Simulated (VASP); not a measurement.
These are PBE GGA, VASP's PBE PAW potentials (set 64) (plane waves; VASP) values and carry that method's errors.

A VASP calculation is set up with these files.

### INCAR
```
SYSTEM = CuZn
PREC = Accurate; ENCUT = 500; LREAL = .FALSE.
LASPH = .TRUE.
EDIFF = 1E-6; NELM = 100; ALGO = Normal
LMAXMIX = 4
ISMEAR = 1; SIGMA = 0.1
GGA = PE
IBRION = 2; NSW = 40; ISIF = 3
EDIFFG = -0.02
LWAVE = .FALSE.; LCHARG = .FALSE.
```

File KPOINTS:
```
Automatic mesh
0
Gamma
12 12 12
0 0 0
```

File POSCAR:
```
CuZn
1
    2.9688576508     0.0000000000    -0.0000000000
    0.0000000000     2.9688576508     0.0000000000
   -0.0000000000     0.0000000000     2.9688576508
Zn Cu
1 1
Direct
  0.5000000000   0.5000000000   0.5000000000
  0.0000000000   0.0000000000   0.0000000000
```

POTCAR, in this order: Zn Cu (PBE.64 set). Program: vasp_std.

Output

**OUTCAR**
```
 ion  position               nearest neighbor table
   1  0.500  0.500  0.500-   2 2.57   2 2.57   2 2.57   2 2.57   2 2.57   2 2.57   2 2.57   2 2.57
  LATTYP: Found a simple cubic cell.
 ALAT       =     2.9688576508
 Subroutine PRICEL returns:
 Original cell was already a primitive cell.
 Subroutine GETGRP returns: Found 48 space group operations
The static configuration has the point symmetry O_h .
The dynamic configuration has the point symmetry O_h .
 Subroutine INISYM returns: Found 48 space group operations
 Subroutine IBZKPT returns following result:
 Found     84 irreducible k-points:

 Following reciprocal coordinates:
            Coordinates               Weight
  0.000000  0.000000  0.000000      1.000000
  0.083333  0.000000  0.000000      6.000000
  0.166667  0.000000  0.000000      6.000000
  0.250000  0.000000  0.000000      6.000000
  0.333333  0.000000  0.000000      6.000000
  0.416667  0.000000  0.000000      6.000000
  0.500000  0.000000  0.000000      3.000000
  0.083333  0.083333  0.000000     12.000000
  0.166667  0.083333  0.000000     24.000000
  0.250000  0.083333  0.000000     24.000000
  0.333333  0.083333  0.000000     24.000000
  0.416667  0.083333  0.000000     24.000000
  0.500000  0.083333  0.000000     12.000000
  0.166667  0.166667  0.000000     12.000000
  0.250000  0.166667  0.000000     24.000000
  0.333333  0.166667  0.000000     24.000000
  0.416667  0.166667  0.000000     24.000000
  0.500000  0.166667  0.000000     12.000000
  0.250000  0.250000  0.000000     12.000000
  0.333333  0.250000  0.000000     24.000000
  0.416667  0.250000  0.000000     24.000000
  0.500000  0.250000  0.000000     12.000000
  0.333333  0.333333  0.000000     12.000000
  0.416667  0.333333  0.000000     24.000000
  0.500000  0.333333  0.000000     12.000000
  0.416667  0.416667  0.000000     12.000000
  0.500000  0.416667  0.000000     12.000000
  0.500000  0.500000  0.000000      3.000000
  0.083333  0.083333  0.083333      8.000000
  0.166667  0.083333  0.083333     24.000000
  0.250000  0.083333  0.083333     24.000000
  0.333333  0.083333  0.083333     24.000000
  0.416667  0.083333  0.083333     24.000000
  0.500000  0.083333  0.083333     12.000000
  0.166667  0.166667  0.083333     24.000000
  0.250000  0.166667  0.083333     48.000000
  0.333333  0.166667  0.083333     48.000000
  0.416667  0.166667  0.083333     48.000000
  0.500000  0.166667  0.083333     24.000000
  0.250000  0.250000  0.083333     24.000000
   k-points           NKPTS =     84   k-points in BZ     NKDIM =     84   number of bands    NBANDS=     15
   number of dos      NEDOS =    301   number of ions     NIONS =      2
   total plane-waves  NPLWV =  13824
   dimension x,y,z NGX =    24 NGY =   24 NGZ =   24
   dimension x,y,z NGXF=    48 NGYF=   48 NGZF=   48
   ions per type =               1   1
   PREC   = accura    normal or accurate (medium, high low for compatibility)
   ISTART =      0    job   : 0-new  1-cont  2-samecut
   ICHARG =      2    charge: 1-file 2-atom 10-const
   ISPIN  =      1    spin polarized calculation?
   LNONCOLLINEAR =      F non collinear calculations
   LSORBIT =      F    spin-orbit coupling
   INIWAV =      1    electr: 0-lowe 1-rand  2-diag
   ENCUT  =  500.0 eV  36.75 Ry    6.06 a.u.   5.41  5.41  5.41*2*pi/ulx,y,z
   NELM   =    100;   NELMIN=  2; NELMDL= -5     # of ELM steps
   EDIFF  = 0.1E-05   stopping-criterion for ELM
   LREAL  =      F    real-space projection
   NLSPLINE    = F    spline interpolate recip. space projectors
   LMAXMIX     =    4 max onsite mixed and CHGCAR
   VOSKOWN=      0    Vosko Wilk Nusair interpolation
...
```

File OSZICAR:
```
       N       E                     dE             d eps       ncg     rms          rms(c)
DAV:   1     0.111138397311E+03    0.11114E+03   -0.11344E+04  2592   0.245E+03
DAV:   2    -0.292122495776E+01   -0.11406E+03   -0.11091E+03  2534   0.326E+02
DAV:   3    -0.604364864313E+01   -0.31224E+01   -0.31069E+01  3038   0.731E+01
DAV:   4    -0.606827696540E+01   -0.24628E-01   -0.24615E-01  2975   0.579E+00
DAV:   5    -0.606861164073E+01   -0.33468E-03   -0.33467E-03  3272   0.686E-01    0.936E+00
DAV:   6    -0.595877573280E+01    0.10984E+00   -0.17218E+01  2774   0.108E+02    0.608E+00
DAV:   7    -0.501565510600E+01    0.94312E+00   -0.38506E+00  2682   0.102E+02    0.217E+00
DAV:   8    -0.501964280731E+01   -0.39877E-02   -0.20319E-01  3418   0.660E+00    0.125E+00
DAV:   9    -0.501017024728E+01    0.94726E-02   -0.23503E-02  3036   0.395E+00    0.477E-02
DAV:  10    -0.501019495542E+01   -0.24708E-04   -0.60603E-04  3809   0.456E-01    0.270E-02
DAV:  11    -0.501019605571E+01   -0.11003E-05   -0.24144E-05  3533   0.128E-01    0.120E-02
DAV:  12    -0.501019493214E+01    0.11236E-05   -0.12149E-06  1962   0.333E-02    0.219E-03
DAV:  13    -0.501019494806E+01   -0.15925E-07   -0.52889E-07  1631   0.190E-02
   1 F= -.50101949E+01 E0= -.50102330E+01  d E =-.501019E+01
```

File OUTCAR:
```
------------------------ aborting loop because EDIFF is reached ----------------------------------------
  FORCE on cell =-STRESS in cart. coord.  units (eV):
  Direction    XX          YY          ZZ          XY          YZ          ZX
  --------------------------------------------------------------------------------------
  Total        0.0183378      0.0183378      0.0183378      0.0000000     -0.0000000     -0.0000000
  in kB        1.1227643      1.1227643      1.1227643      0.0000000     -0.0000000     -0.0000000
  external PRESSURE =       1.1227643 kB  Pullay stress =       0.0000000 kB
  volume of cell :       26.17
      direct lattice vectors                 reciprocal lattice vectors
     2.968857651  0.000000000  0.000000000     0.336829891  0.000000000  0.000000000
     0.000000000  2.968857651  0.000000000     0.000000000  0.336829891  0.000000000
     0.000000000  0.000000000  2.968857651     0.000000000  0.000000000  0.336829891
 POSITION                                       TOTAL-FORCE (eV/Angst)
 -----------------------------------------------------------------------------------
      1.48443      1.48443      1.48443         0.000000      0.000000      0.000000
      0.00000      0.00000      0.00000         0.000000      0.000000      0.000000
 -----------------------------------------------------------------------------------
    total drift:                                0.000000      0.000000     -0.000000
  FREE ENERGIE OF THE ION-ELECTRON SYSTEM (eV)
  ---------------------------------------------------
  free  energy   TOTEN  =        -5.0101949481 eV

  energy  without entropy=       -5.0103091225  energy(sigma->0) =       -5.01023301

 reached required accuracy - stopping structural energy minimisation
```
(Selected blocks of OUTCAR.)

### OUTCAR
```
 val. band max:        5.2086844490   @ k =   0.5000   0.3333   0.3333

 cond. band min:       5.3270619462   @ k =   0.3333   0.3333   0.0000


 Fermi energy:         5.2212071373

 k-point     1 :       0.0000    0.0000    0.0000
  band No.  band energies     occupation
      1      -4.8387      2.00000
      2      -2.4549      2.00000
      3      -2.4549      2.00000
      4      -1.7980      2.00000
      5      -1.7980      2.00000
      6      -1.7980      2.00000
      7       1.8045      2.00000
      8       1.8045      2.00000
      9       2.6224      2.00000
     10       2.6224      2.00000
     11       2.6224      2.00000
     12      11.4577      0.00000
     13      11.4577      0.00000
     14      11.4577      0.00000
     15      16.4182      0.00000

 k-point     2 :       0.0833    0.0000    0.0000
  band No.  band energies     occupation
      1      -4.7152      2.00000
      2      -2.4415      2.00000
      3      -2.4290      2.00000
      4      -1.8087      2.00000
      5      -1.8087      2.00000
      6      -1.7929      2.00000
      7       1.7982      2.00000
      8       1.8158      2.00000
      9       2.5825      2.00000
     10       2.5825      2.00000
     11       2.6181      2.00000
     12      10.3167      0.00000
     13      11.6442      0.00000
     14      11.6442      0.00000
     15      16.4853      0.00000

 k-point     3 :       0.1667    0.0000    0.0000
  band No.  band energies     occupation
      1      -4.3503      2.00000
      2      -2.4045      2.00000
      3      -2.3537      2.00000
      4      -1.8378      2.00000
      5      -1.8378      2.00000
      6      -1.7790      2.00000
      7       1.7807      2.00000
      8       1.8368      2.00000
      9       2.4777      2.00000
     10       2.4777      2.00000
     11       2.6060      2.00000
     12       8.2686      0.00000
     13      12.1870      0.00000
     14      12.1870      0.00000
     15      16.6888      0.00000
...
```

The compound is CuZn in the CsCl type structure. It was relaxed first. The electron count is odd and the run is not spin-polarised, which forces a metal.
